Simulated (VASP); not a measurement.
An input for Ansatz (written as the equivalent of a VASP run, and not itself run):

Ansatz 0.2 input:
```yaml
crystal:
  lattice:
    - [5.8182200, 0.0000000, 0.0000000]
    - [-2.9091100, 5.0387260, 0.0000000]
    - [0.0000000, 0.0000000, 4.5008300]
  atoms:
    - { symbol: Rb, position: [0.0000000, 0.0000000, 0.0000000] }
    - { symbol: Au, position: [0.6666670, 0.3333330, 0.0000000] }
    - { symbol: Au, position: [0.3333330, 0.6666670, 0.0000000] }
    - { symbol: Au, position: [0.5000000, 0.0000000, 0.5000000] }
    - { symbol: Au, position: [0.5000000, 0.5000000, 0.5000000] }
    - { symbol: Au, position: [0.0000000, 0.5000000, 0.5000000] }
kpoints:
  mp_grid: { grid: [3, 3, 3] }
hamiltonian:
  xc: pbesol
  pseudopotentials: { kind: paw }
scf:
  occupations: { method: fermi_dirac, width: 0.1 }
  max_iter: 100
output: { forces: true, stress: true, eigenvalues: true }
```

Problem. Write the VASP files for the same calculation (PBEsol).

Solution. This is not unique; one that fits is 
### KPOINTS
```
kpoints
0
Gamma
3 3 3
```

### INCAR
```
SYSTEM=RbAu5
PREC=Accurate; ENCUT=300; LREAL=.FALSE.
LASPH=.TRUE.
EDIFF=1E-6; NELM=100; ALGO=Normal
LMAXMIX=6
ISMEAR=-1; SIGMA=0.1
GGA=PS
ISIF=2
LWAVE=.FALSE.; LCHARG=.FALSE.
```

### POSCAR
```
RbAu5
1.0
  5.8182200000   0.0000000000   0.0000000000
 -2.9091100000   5.0387260000   0.0000000000
  0.0000000000   0.0000000000   4.5008300000
Rb Au
1 5
Direct
  0.0000000000   0.0000000000   0.0000000000
  0.6666670000   0.3333330000   0.0000000000
  0.3333330000   0.6666670000   0.0000000000
  0.5000000000   0.0000000000   0.5000000000
  0.5000000000   0.5000000000   0.5000000000
  0.0000000000   0.5000000000   0.5000000000
```

POTCAR, in this order: Rb_sv Au (PBE.64 set). Program: vasp_std.

What does not carry over: each code has its own PAW files, so the cut-off isn't converted (ENCUT is set for VASP's; basis.ecutwfc is left out, and Ansatz then takes the one that its files recommend); Ansatz stops its SCF on the density residual and VASP on the energy change (EDIFF).

The structure comes from a computed database's RbAu5 entry (P6/mmm); how it stands against other phases isn't given here. The cell was not relaxed at this level. The k-mesh is coarse (spacing up to 0.47 per Å, 2π included), so the numbers may not be converged in it. The run is one of a series of settings (KPOINTS 3×3×3 Γ-centred mesh against the base run), some of them coarse on purpose.
